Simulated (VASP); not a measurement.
# A VASP study of InPd (r2SCAN + rVV10): structure first, properties next, part 5 of 5

What structure does InPd take at this level, and what are its properties? The start is a computed cell from the Materials Project.

VASP 6.6.1; r2SCAN with rVV10; plane waves and PAW (In_d, Pd).

Still holding for the runs below: This run has no spin polarisation. Its electron count is odd, so without a moment it is a metal by construction. The k-mesh is coarse for a metal.

So far. Step 10 (Volume scan with r2SCAN + rVV10 (run 4)): The pressure falls from 2.77 to -0.05 GPa, so it vanishes between these two volumes.

## Step 11: Volume scan with r2SCAN + rVV10 (run 5)

Input file INCAR:

```
SYSTEM = InPd
PREC = Accurate
ENCUT = 400
EDIFF = 1E-06
NELM = 100
ISMEAR = 1
SIGMA = 0.2
LREAL = .FALSE.
ALGO = Normal
METAGGA = R2SCAN
LUSE_VDW = .TRUE.
IVDW_NL = 2
BPARAM = 11.95
CPARAM = 0.0093
LASPH = .TRUE.
NBANDS = 17
LORBIT = 11
LWAVE = .FALSE.
LCHARG = .FALSE.
KPAR = 2
ISIF = 2
```

Input file POSCAR:

```
InPd
1.0
    3.2809057239      0.0000000000      0.0000000000
    0.0000000000      3.2809057239      0.0000000000
    0.0000000000      0.0000000000      3.2809057239
In Pd
1 1
Direct
    0.0000000000      0.0000000000      0.0000000000
    0.5000000000      0.5000000000      0.5000000000
```

Input file KPOINTS:

```
Automatic mesh
0
Gamma
6 6 6
0 0 0
```

Potentials, in the order of the species: In_d and Pd (PBE family, release 64).

Command:

```
mpirun -np 2 vasp_std
```

The log of the run:

```text
[... set-up lines as in an earlier step ...]
 entering main loop
       N       E                     dE             d eps       ncg     rms          rms(c)
Total rVV10 correction in eV:      0.6201996    28.2377842
Total rVV10 correction in eV:      0.6201996    28.2377842
DAV:   1     0.101939244608E+03    0.10194E+03   -0.99117E+03   712   0.150E+03
DAV:   2    -0.448473652166E+02   -0.14679E+03   -0.14222E+03   714   0.331E+02
DAV:   3    -0.513568346701E+02   -0.65095E+01   -0.63935E+01   757   0.793E+01
DAV:   4    -0.515125579688E+02   -0.15572E+00   -0.15564E+00   952   0.106E+01
DAV:   5    -0.515170671704E+02   -0.45092E-02   -0.45090E-02   907   0.160E+00    0.872E+00
Total rVV10 correction in eV:      0.6018744    28.2377842
Total rVV10 correction in eV:      0.6018744    28.2377842
DAV:   6    -0.461017757202E+02    0.54153E+01   -0.44133E+00   714   0.293E+01    0.380E+00
Total rVV10 correction in eV:      0.6044901    28.2377843
Total rVV10 correction in eV:      0.6044901    28.2377843
DAV:   7    -0.459993800621E+02    0.10240E+00   -0.40008E-01   848   0.586E+00    0.249E+00
[...]
Total rVV10 correction in eV:      0.5985783    28.2377842
Total rVV10 correction in eV:      0.5985783    28.2377842
DAV:  10    -0.460074187536E+02   -0.33848E-03   -0.10079E-03   965   0.326E-01    0.259E-01
Total rVV10 correction in eV:      0.5983387    28.2377842
Total rVV10 correction in eV:      0.5983387    28.2377842
DAV:  11    -0.460074593246E+02   -0.40571E-04   -0.28317E-04   863   0.200E-01    0.366E-02
Total rVV10 correction in eV:      0.5985139    28.2377842
Total rVV10 correction in eV:      0.5985139    28.2377842
DAV:  12    -0.460074499128E+02    0.94118E-05   -0.62315E-05   895   0.141E-01    0.888E-02
Total rVV10 correction in eV:      0.5985780    28.2377842
Total rVV10 correction in eV:      0.5985780    28.2377842
DAV:  13    -0.460074495760E+02    0.33675E-06   -0.12766E-05   859   0.405E-02    0.557E-02
Total rVV10 correction in eV:      0.5985728    28.2377842
Total rVV10 correction in eV:      0.5985728    28.2377842
DAV:  14    -0.460074487897E+02    0.78628E-06   -0.38827E-07   366   0.119E-02
Total rVV10 correction in eV:      0.5985404    28.2377842
Total rVV10 correction in eV:      0.5985404    28.2377842
Total rVV10 correction in eV:      0.5985603    28.2377842
Total rVV10 correction in eV:      0.5985603    28.2377842
   1 F= -.46007449E+02 E0= -.46008744E+02  d E =0.388580E-02
```

Run time: 38 s. Hardware: 2 MPI ranks of Intel Xeon Platinum 8259CL at 2.50GHz (Skylake/Cascade Lake), shared host; peak memory 0.4 GiB; 75 s of CPU time.

From OUTCAR (step 11):

```text
  Total       -0.6108288     -0.6108288     -0.6108288     -0.0000000     -0.0000000      0.0000000
  in kB      -27.7107854    -27.7107854    -27.7107854     -0.0000000     -0.0000000      0.0000000
  external PRESSURE =     -27.7107854 kB  Pullay stress =       0.0000000 kB

 POSITION                                       TOTAL-FORCE (eV/Angst)
 -----------------------------------------------------------------------------------
      0.00000      0.00000      0.00000         0.000000      0.000000      0.000000
      1.64045      1.64045      1.64045         0.000000      0.000000      0.000000
 -----------------------------------------------------------------------------------
    total drift:                                0.000000      0.000000     -0.000000

  FREE ENERGIE OF THE ION-ELECTRON SYSTEM (eV)
  ---------------------------------------------------
  free  energy   TOTEN  =       -46.0074487897 eV

  energy  without entropy=      -46.0113345852  energy(sigma->0) =      -46.00874405

[... 1 part as in an earlier step ...]

[... 2 further parts left out ...]
[key lines of the parts left out:]
E-fermi :  10.2983
```

The pressure falls from -0.05 to -2.77 GPa.

The run ends at a pressure of -2.77 GPa.

## Step 12: Volume scan with r2SCAN + rVV10 (run 6)

INCAR is that of step 11.

Input file POSCAR:

```
InPd
1.0
    3.3022109035      0.0000000000      0.0000000000
    0.0000000000      3.3022109035      0.0000000000
    0.0000000000      0.0000000000      3.3022109035
In Pd
1 1
Direct
    0.0000000000      0.0000000000      0.0000000000
    0.5000000000      0.5000000000      0.5000000000
```

KPOINTS is that of step 11.

Command:

```
mpirun -np 2 vasp_std
```

The log of the run:

```text
[... set-up lines as in an earlier step ...]
 entering main loop
       N       E                     dE             d eps       ncg     rms          rms(c)
Total rVV10 correction in eV:      0.6267615    28.2377842
Total rVV10 correction in eV:      0.6267615    28.2377842
DAV:   1     0.104885012932E+03    0.10489E+03   -0.98877E+03   704   0.150E+03
DAV:   2    -0.446751819556E+02   -0.14956E+03   -0.14334E+03   723   0.339E+02
DAV:   3    -0.513657508025E+02   -0.66906E+01   -0.66609E+01   807   0.800E+01
DAV:   4    -0.515208001028E+02   -0.15505E+00   -0.15497E+00   916   0.106E+01
DAV:   5    -0.515258293793E+02   -0.50293E-02   -0.50289E-02   904   0.174E+00    0.838E+00
Total rVV10 correction in eV:      0.6085630    28.2377845
Total rVV10 correction in eV:      0.6085630    28.2377845
DAV:   6    -0.460903939676E+02    0.54354E+01   -0.44689E+00   710   0.292E+01    0.373E+00
Total rVV10 correction in eV:      0.6112679    28.2377845
Total rVV10 correction in eV:      0.6112679    28.2377845
DAV:   7    -0.459826741957E+02    0.10772E+00   -0.40531E-01   824   0.582E+00    0.240E+00
[...]
Total rVV10 correction in eV:      0.6054075    28.2377845
Total rVV10 correction in eV:      0.6054075    28.2377845
DAV:  10    -0.459916665981E+02   -0.30356E-03   -0.10194E-03  1006   0.319E-01    0.267E-01
Total rVV10 correction in eV:      0.6051209    28.2377845
Total rVV10 correction in eV:      0.6051209    28.2377845
DAV:  11    -0.459917279576E+02   -0.61360E-04   -0.36892E-04   870   0.234E-01    0.465E-02
Total rVV10 correction in eV:      0.6053000    28.2377845
Total rVV10 correction in eV:      0.6053000    28.2377845
DAV:  12    -0.459917171648E+02    0.10793E-04   -0.57967E-05   855   0.135E-01    0.678E-02
Total rVV10 correction in eV:      0.6053728    28.2377845
Total rVV10 correction in eV:      0.6053728    28.2377845
DAV:  13    -0.459917167624E+02    0.40234E-06   -0.16190E-05   890   0.469E-02    0.460E-02
Total rVV10 correction in eV:      0.6053692    28.2377845
Total rVV10 correction in eV:      0.6053692    28.2377845
DAV:  14    -0.459917159066E+02    0.85582E-06   -0.50325E-07   368   0.130E-02
Total rVV10 correction in eV:      0.6053326    28.2377845
Total rVV10 correction in eV:      0.6053326    28.2377845
Total rVV10 correction in eV:      0.6053547    28.2377845
Total rVV10 correction in eV:      0.6053547    28.2377845
   1 F= -.45991716E+02 E0= -.45992908E+02  d E =0.357613E-02
```

Wall time 36 s (2 MPI ranks); peak memory 0.41 GiB; 69 s of CPU time.

From OUTCAR (step 12):

```text
  Total       -1.1354363     -1.1354363     -1.1354363      0.0000000     -0.0000000     -0.0000000
  in kB      -50.5194886    -50.5194886    -50.5194886      0.0000000     -0.0000000     -0.0000000
  external PRESSURE =     -50.5194886 kB  Pullay stress =       0.0000000 kB

 POSITION                                       TOTAL-FORCE (eV/Angst)
 -----------------------------------------------------------------------------------
      0.00000      0.00000      0.00000         0.000000      0.000000      0.000000
      1.65111      1.65111      1.65111         0.000000      0.000000      0.000000
 -----------------------------------------------------------------------------------
    total drift:                                0.000000      0.000000     -0.000000

  FREE ENERGIE OF THE ION-ELECTRON SYSTEM (eV)
  ---------------------------------------------------
  free  energy   TOTEN  =       -45.9917159066 eV

  energy  without entropy=      -45.9952920340  energy(sigma->0) =      -45.99290795

[... 1 part as in an earlier step ...]

[... 2 further parts left out ...]
[key lines of the parts left out:]
E-fermi :   9.9963
```

The pressure falls from -2.77 to -5.05 GPa.

The run ends at a pressure of -5.05 GPa.

## Step 13: Volume scan with r2SCAN + rVV10 (run 7)

A prediction first. A parabola through the 6 pressures of evenly scaled cells so far, P = -0.16 -140.0 t +403 t² GPa with t = ln(V/V₁) and V₁ the volume at scale 1, gives -6.94 GPa at t = +0.0583.

INCAR is that of step 12.

Input file POSCAR:

```
InPd
1.0
    3.3232446611      0.0000000000      0.0000000000
    0.0000000000      3.3232446611      0.0000000000
    0.0000000000      0.0000000000      3.3232446611
In Pd
1 1
Direct
    0.0000000000      0.0000000000      0.0000000000
    0.5000000000      0.5000000000      0.5000000000
```

KPOINTS is that of step 12.

Command:

```
mpirun -np 2 vasp_std
```

The log of the run:

```text
[... set-up lines as in an earlier step ...]
 entering main loop
       N       E                     dE             d eps       ncg     rms          rms(c)
Total rVV10 correction in eV:      0.6331691    28.2377842
Total rVV10 correction in eV:      0.6331691    28.2377842
DAV:   1     0.108593351268E+03    0.10859E+03   -0.97349E+03   696   0.148E+03
DAV:   2    -0.427952693666E+02   -0.15139E+03   -0.14654E+03   696   0.353E+02
DAV:   3    -0.512920107126E+02   -0.84967E+01   -0.81934E+01   779   0.884E+01
DAV:   4    -0.515146288104E+02   -0.22262E+00   -0.22246E+00   890   0.125E+01
DAV:   5    -0.515243233477E+02   -0.96945E-02   -0.96940E-02   954   0.252E+00    0.805E+00
Total rVV10 correction in eV:      0.6151157    28.2377842
Total rVV10 correction in eV:      0.6151157    28.2377842
DAV:   6    -0.460693361770E+02    0.54550E+01   -0.45097E+00   707   0.292E+01    0.367E+00
Total rVV10 correction in eV:      0.6178916    28.2377842
Total rVV10 correction in eV:      0.6178916    28.2377842
DAV:   7    -0.459570849544E+02    0.11225E+00   -0.40922E-01   836   0.577E+00    0.232E+00
[...]
Total rVV10 correction in eV:      0.6120746    28.2377842
Total rVV10 correction in eV:      0.6120746    28.2377842
DAV:  10    -0.459669123505E+02   -0.22799E-03   -0.11793E-03  1001   0.333E-01    0.266E-01
Total rVV10 correction in eV:      0.6117762    28.2377842
Total rVV10 correction in eV:      0.6117762    28.2377842
DAV:  11    -0.459669941679E+02   -0.81817E-04   -0.39706E-04   854   0.239E-01    0.484E-02
Total rVV10 correction in eV:      0.6119473    28.2377842
Total rVV10 correction in eV:      0.6119473    28.2377842
DAV:  12    -0.459669808162E+02    0.13352E-04   -0.49874E-05   858   0.118E-01    0.523E-02
Total rVV10 correction in eV:      0.6120184    28.2377842
Total rVV10 correction in eV:      0.6120184    28.2377842
DAV:  13    -0.459669806193E+02    0.19695E-06   -0.15997E-05   872   0.469E-02    0.394E-02
Total rVV10 correction in eV:      0.6120179    28.2377842
Total rVV10 correction in eV:      0.6120179    28.2377842
DAV:  14    -0.459669796215E+02    0.99780E-06   -0.66404E-07   378   0.136E-02
Total rVV10 correction in eV:      0.6119799    28.2377842
Total rVV10 correction in eV:      0.6119799    28.2377842
Total rVV10 correction in eV:      0.6120036    28.2377842
Total rVV10 correction in eV:      0.6120036    28.2377842
   1 F= -.45966980E+02 E0= -.45968051E+02  d E =0.321306E-02
```

Run time: 37 s. Hardware: 2 MPI ranks; peak memory 0.41 GiB; 73 s of CPU time.

OUTCAR, selected parts (step 13):

```text
  Total       -1.6071029     -1.6071029     -1.6071029      0.0000000     -0.0000000      0.0000000
  in kB      -70.1564022    -70.1564022    -70.1564022      0.0000000     -0.0000000      0.0000000
  external PRESSURE =     -70.1564022 kB  Pullay stress =       0.0000000 kB

 POSITION                                       TOTAL-FORCE (eV/Angst)
 -----------------------------------------------------------------------------------
      0.00000      0.00000      0.00000         0.000000      0.000000      0.000000
      1.66162      1.66162      1.66162         0.000000      0.000000      0.000000
 -----------------------------------------------------------------------------------
    total drift:                                0.000000      0.000000     -0.000000

  FREE ENERGIE OF THE ION-ELECTRON SYSTEM (eV)
  ---------------------------------------------------
  free  energy   TOTEN  =       -45.9669796215 eV

  energy  without entropy=      -45.9701926856  energy(sigma->0) =      -45.96805064

[... 1 part as in an earlier step ...]

[... 2 further parts left out ...]
[key lines of the parts left out:]
E-fermi :   9.7066
```

The pressure falls from -5.05 to -7.02 GPa. The parabola predicted -6.94 GPa, +0.07 GPa off.

## Step 14: Comparing the runs

Times are for 2 MPI ranks of Intel Xeon Platinum 8259CL at 2.50GHz (Skylake/Cascade Lake), shared host. The series side by side:

```
no.  volume scale  energy above the lowest point (meV/atom)  pressure (GPa)  time  memory (GiB)
  1          0.94                                     32.33           10.09  43 s          0.39
  2          0.96                                     13.97           6.169  39 s           0.4
  3          0.98                                      3.54           2.772  40 s          0.39
  4             1                                         0        -0.05090  47 s          0.39
  5          1.02                                      2.49          -2.771  38 s           0.4
  6          1.04                                     10.41          -5.052  36 s          0.41
  7          1.06                                     22.84          -7.016  37 s          0.41
```

## Step 15: Fit for r2SCAN + rVV10

This step: Birch-Murnaghan fit, r2SCAN with rVV10; plane waves and PAW (VASP 6.6.1).

Derived from the runs above.

Numbers from this step:

```yaml
pressure_derivative_of_the_bulk_modulus: 5.651
r_m_s_error_of_the_fit: 2.25e-5 eV/atom
minimum_inside_the_sampled_range: yes
bulk_modulus: 139.1 GPa
equilibrium_volume_of_the_fit: 17.33 Å³/atom
```

Table of energy above the fitted minimum by volume:

```
volume (Å³/atom)  energy above the fitted minimum (eV/atom)
          16.273                                     0.0323
          16.620                                     0.0140
          16.966                                    0.00356
          17.312                                     1.3e-5
          17.658                                    0.00251
          18.005                                     0.0104
          18.351                                     0.0229
```

The fitted volume lies +0.12 % from the relaxed one. At a finite cutoff and mesh the minimum of the energy and the zero of the stress don't quite coincide, and the relaxation stops at a threshold.

## Step 16: Outcome

| Item | Value |
| --- | --- |
| relaxed volume | 17.31 Å³/atom |
| relaxed conventional cell a, b, c | 3.259, 3.259, 3.259 Å |
| space group after relaxing, within 0.02 Å | Pm-3m (No. 221) |
| band gap | none, a metal |
| DOS at the Fermi level | 0.717 states/eV/cell |
| bulk modulus from the fit | 139 GPa |
| volume from the fit | 17.3 Å³/atom |

What this shows: With r2SCAN + rVV10, InPd relaxes to 17.31 Å³/atom in space group Pm-3m (held by the symmetry of the run), comes out as a metal and has a bulk modulus of 139 GPa. Band structure (r2SCAN + rVV10): Of the bands kept, 2 cross the Fermi level on this path. Spin-orbit coupling is left out, and with elements this heavy it would split and shift bands near the Fermi level. The k-sampling is coarse for a metal, so the Fermi level, pressures and the shape of the cell carry errors. With an odd electron count and no spin the cell is a metal by construction. No search among competing phases was made, and a listed structure need not be the one stable at ambient conditions. All values are for a static lattice at zero temperature.

[Lines on the potential files, build, host, timing and source positions are cut from VASP's logs without a mark.]

[Logs are printed without paths, hosts, clocks, repeated set-up lines and the standing remarks that a program may print on its own settings, such as how far it seeks lower states.]

[Hosts, paths, dates, database ids (printed as entryN), source tags and the programs' standing remarks are cut or masked in the printed files.]

[A measured line is paired with the nearest computed mode of its activity, which favours agreement.]
